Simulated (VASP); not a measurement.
Input:

```
CELL_PARAMETERS angstrom
      4.12877     0.00000     0.00000
     -2.06439     3.57562     0.00000
      0.00000     0.00000     4.52449
ATOMIC_POSITIONS crystal
  Ca 0.00000 0.00000 0.00511
  Al 0.66667 0.33333 0.46421
  Si 0.33333 0.66667 0.56430
  H  0.66667 0.33333 0.07308
```

Method: PBEsol GGA, VASP's PBE PAW potentials (set 64) (plane waves; VASP). Run with 400 eV cut-off, 7×7×6 Γ-centred mesh, tetrahedra with Blöchl corrections, potentials Ca_sv Al Si H.

The cores are frozen, which limits the accuracy of field gradients.

Task: Give the principal components of the electric field gradient (V/Å²) and the asymmetry η at each nucleus.

Result: 
| atom | Vxx | Vyy | Vzz | η |
|---|---|---|---|---|
| Ca1 | -5.2 | -5.2 | 10.3 | 0.00 |
| Al2 | -10.7 | -10.7 | 21.4 | 0.00 |
| Si3 | 1.4 | 1.4 | -2.9 | 0.00 |
| H4 | -1.8 | -1.8 | 3.6 | 0.00 |

The structure comes from a computed database's CaAlSiH entry (P3m1); how it stands against other phases isn't given here. It was relaxed first.
